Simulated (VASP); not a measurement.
Input:

```
AlNi
1.0
    2.86280     0.00000     0.00000
    0.00000     2.86280     0.00000
    0.00000     0.00000     2.86280
Al Ni
1 1
Cartesian
  1.43140   1.43140   1.43140
  0.15000   0.00000   0.00000
```

These are PBEsol GGA, VASP's PBE PAW potentials (set 64) (plane waves; VASP) values and carry that method's errors. Run with 480 eV cut-off, 12×12×12 Γ-centred mesh, first-order Methfessel-Paxton smearing of 0.10 eV, potentials Al Ni.

Task: Which forces act on the atoms, in eV/Å?

Result: 
```
atom      Fx     Fy     Fz
----  ------  -----  -----
Al1    0.932  0.000  0.000
Ni2   -0.932  0.000  0.000
```

Task: Give the stress tensor in GPa (positive for a compressed cell).

Result: 
```
0.81  0.00  0.00
0.00  2.01  0.00
0.00  0.00  2.01
```
The pressure is its mean diagonal, 1.61 GPa.

The compound is NiAl in the CsCl type structure. This cell was strained or had an atom moved on purpose. The run is not spin-polarised, so no magnetic state was tried. The electron count is odd and the run is not spin-polarised, which forces a metal.
